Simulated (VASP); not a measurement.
Given:

```xyz
2
Lattice="0.0000 3.0393 3.0393 3.0393 0.0000 3.0393 3.0393 3.0393 0.0000" Properties=species:S:1:pos:R:3 pbc="T T T"
Cu     3.0393     3.0393     0.0000
I      1.5196     1.5196     1.5196
```

The numbers are results of PBE GGA, VASP's PBE PAW potentials (set 64) (plane waves; VASP 6.6.1), not measurements. Run with 350 eV cut-off, Gaussian smearing of 0.050 eV, potentials Cu I.

Unless said otherwise, spin-orbit coupling is left out, though it shifts the bands of the heavy elements here.

Question: Give the energies of bands 2 to 12 at the high-symmetry points, in eV from the valence-band maximum.

Answer: 
```
band      Γ      X      U      L      W
----  -----  -----  -----  -----  -----
2     -3.61  -5.53  -5.22  -5.54  -5.07
3     -3.61  -3.72  -4.36  -3.59  -4.48
4     -3.61  -3.72  -3.66  -3.59  -3.81
5     -1.82  -1.84  -1.94  -1.79  -1.88
6     -1.82  -1.76  -1.79  -1.79  -1.86
7      0.00  -1.73  -1.68  -1.75  -1.74
8      0.00  -1.47  -1.48  -0.70  -1.57
9      0.00  -1.47  -1.22  -0.70  -1.24
10     1.12   2.73   3.10   2.15   4.46
11     4.88   2.90   4.60   5.41   4.65
12     4.88   9.13   7.50   5.41   6.00
```

The gap is direct, 1.12 eV, from the valence maximum at Γ to the conduction minimum at Γ.

Measured: gap 3.12 eV (computed value off by -2.00 eV), as given by Abedi et al., (2022), arXiv:2211.14644.

The compound is CuI in the zinc blende structure. It was relaxed first.
